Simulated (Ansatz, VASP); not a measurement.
CaMg: VASP beside Ansatz

INCAR

```
SYSTEM = CaMg
PREC = Accurate
ENCUT = 600
EDIFF = 1E-6
ISMEAR = 0
SIGMA = 0.1
LREAL = .False.
LASPH = .True.
NELM = 100
ALGO = Normal
ISIF = 3
LWAVE = .False.
LCHARG = .False.
GGA = CA
IBRION = 2
NSW = 100
EDIFFG = -0.005
```

File KPOINTS:

```
regular mesh
0
Gamma
  10 10 10
  0 0 0
```

Contents of POSCAR:

```
CaMg
1.0
    3.9661380000      0.0000000000      0.0000000000
    0.0000000000      3.9661380000      0.0000000000
    0.0000000000      0.0000000000      3.9661380000
Ca Mg
1 1
Direct
    0.0000000000      0.0000000000      0.0000000000
    0.5000000000      0.5000000000      0.5000000000
```

Input for Ansatz:

```yaml
crystal:
  lattice:
    - [3.966138, 0.0, 0.0]
    - [0.0, 3.966138, 0.0]
    - [0.0, 0.0, 3.966138]
  atoms:
    - { symbol: Ca, position: [0.0, 0.0, 0.0] }
    - { symbol: Mg, position: [0.5, 0.5, 0.5] }
basis:
  ecutwfc: 520.0
kpoints:
  mp_grid: { grid: [10, 10, 10] }
hamiltonian:
  xc: lda
scf:
  occupations: { method: gaussian, width: 0.1 }
output:
  forces: true
  stress: true
  eigenvalues: true
relax:
  adjacent_minimum: "off"
  f_tol: 0.005
  max_steps: 80
  cell: { stress_tol: 0.05 }
```

The cell comes from a database or a generator and needn't be the stable form of this composition.

Alike in both runs: task relaxation of cell and atoms; functional LDA; k mesh 10 × 10 × 10; occupations gaussian, width 0.1 eV; no spin polarisation.

|  | VASP | Ansatz |
| --- | --- | --- |
| version | VASP 6.6.1 | Ansatz 0.2.0 |
| potentials or method | VASP PAW LDA potentials, release 64 (Ca_sv, Mg) | scalar-relativistic, plane waves, PAW |
| plane-wave cutoff (eV) | 600 | 520 |
| valence electrons in the cell | 12 | 20 |

```tsv
	VASP	Ansatz	Ansatz less VASP
gap on the k mesh at the Fermi level, each at its own relaxed structure (eV)	none	none	-
relaxed volume (Å³/atom)	28.58	28.72	+0.134
relaxed cell length with the largest relative difference (Å)	3.852	3.858	+0.0060
energy change over the relaxation (meV/atom)	-19	-17	+2.1
```

A gap of «none» marks a metal or a gap that the smearing closes. The two sets of potentials don't hold the same shells in valence.
